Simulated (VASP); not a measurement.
A convergence study with VASP on Ni₃Fe (space group Pm-3m): one setting is varied, all else stays as given below, so the limit is that of these other settings.

```
CELL_PARAMETERS angstrom
      3.53935     0.00000     0.00000
      0.00000     3.53935     0.00000
      0.00000     0.00000     3.53935
ATOMIC_POSITIONS crystal
  Fe 0.00000 0.00000 0.00000
  Ni 0.00000 0.50000 0.50000
  Ni 0.50000 0.00000 0.50000
  Ni 0.50000 0.50000 0.00000
```
Starting moments (μB, in the order of the record's atoms Fe Ni Ni Ni): 3.0 0.5 0.5 0.5.

Method: PBE GGA, VASP's PBE PAW potentials (set 64) (plane waves; VASP). The tightest run used: 300 eV cut-off, 7×7×7 Γ-centred mesh, Gaussian smearing of 0.10 eV, potentials Fe Ni.

### Question
The settings run are 3×3×3 mesh; 4×4×4 mesh; 5×5×5 mesh; 6×6×6 mesh; 7×7×7 mesh. From which on does the highest Γ mode stay within 5 cm⁻¹ of the tightest run?

### Answer
From 5×5×5 mesh on: it is off by 0.6 there and by no more than 5 in any finer run, while 4×4×4 mesh is off by 6.1.
```csv
setting,highest Γ mode (cm⁻¹),irreducible k-points,difference judged (cm⁻¹)
3×3×3 mesh,262.3,4,7.5
4×4×4 mesh,275.9,10,6.1
5×5×5 mesh,269.2,10,0.6
6×6×6 mesh,271.1,20,1.3
7×7×7 mesh,269.8,20,0.0
```

Left out are rungs that failed or repeat a setting and relaxations that didn't move; long series are thinned to 24 rows.

The structure is a typed Ni3Fe crystal (space group no. 221). The cell was not relaxed at this level. The spin order is the one that the start imposed; others were not tried in this run.
